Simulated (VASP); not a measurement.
Data:

```
CELL_PARAMETERS angstrom
      0.00000     2.40500     2.40500
      2.40500     0.00000     2.40500
      2.40500     2.40500     0.00000
ATOMIC_POSITIONS crystal
  Ca 0.00000 0.00000 0.00000
  O  0.50000 0.50000 0.50000
```

Method: PBE GGA, VASP's PBE PAW potentials (set 64) (plane waves; VASP). Run with 520 eV cut-off, 6×6×6 Γ-centred mesh, Gaussian smearing of 0.050 eV, potentials Ca_sv O.

Gaps are read on the run's mesh, which can miss a band edge.

**Question.** Predict the energy per atom (σ→0), pressure, band gap (on the k-mesh) with the smallest direct gap where there is one.

**Answer.** 
```
Quantity                                      Value
-----------------------------------  --------------
band gap (on the k-mesh)                    3.64 eV
smallest direct gap (on the k-mesh)         4.01 eV
energy per atom (σ→0)                -6.401 eV/atom
pressure                                   1.98 GPa
```

Only differences to runs with the same potentials and settings are physical.

The compound is CaO in the rock salt structure. The cell was not relaxed at this level. The run is one of a series of settings (KPOINTS 6×6×6 Γ-centred mesh against the base run), some of them coarse on purpose.
